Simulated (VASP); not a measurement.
Runs of VASP 6.6.1 on BaBe5. It takes space group P6/mmm (No. 191, hexagonal). The conventional cell has a = 4.659 Å, b = 4.659 Å, c = 3.759 Å, α = 90.00°, β = 90.00°, γ = 120.00°. Ba (site symmetry 6/mmm) is surrounded by 18 Be at 2.69 to 2.99 Å. Around Be (site symmetry mmm) lie 8 Be at 2.31 to 2.33 Å. Be (site symmetry -6m2) has 6 Be at 2.31 Å as nearest neighbours. The cell was built by a generator and needn't be a form met in nature.

```tsv
task	level	potentials or basis	cell	cutoff (eV)	smearing	gap on the mesh (eV)	pressure (GPa)	relaxed volume (Å³/atom)
relaxation of cell and atoms	PBE	VASP PAW PBE potentials, release 64 (Ba_sv, Be)	relaxed	600	methfessel-paxton 0.1 eV	none	-0.1	14.38
relaxation of cell and atoms	LDA	VASP PAW LDA potentials, release 64 (Ba_sv, Be)	relaxed	600	methfessel-paxton 0.1 eV	none	0.0	13.55
atomic charges	PBE+ULG	VASP PAW PBE potentials, release 54 (Ba_sv, Be)	as given	520	methfessel-paxton 0.2 eV	none	(a)	-
single point	PBE	VASP PAW PBE potentials, release 64 (Ba_sv, Be)	as given	520	fermi-dirac 0.05 eV	none	16.8	-
```

Alike in all rows: no spin polarisation; k mesh 7 × 7 × 7.

Q: Fill in the values left out.

A: (a) 15.9.

Caveats: the volume moved by over 15 % at a fixed basis, so the end points are rough (some runs); so large a pressure means that the cell lies far from this level's equilibrium, or that cutoff or potentials fall short (some runs); atom-pairwise D2, TS and ULG terms overbind metals (some runs); pairwise dispersion overbinds metals, which lowers pressure and volume (some runs).

A k mesh can miss the band edges, and the runs leave out spin-orbit coupling on Ba.

A gap of «none» marks a metal or a gap under the smearing width.

Not every run made on this cell is shown here.
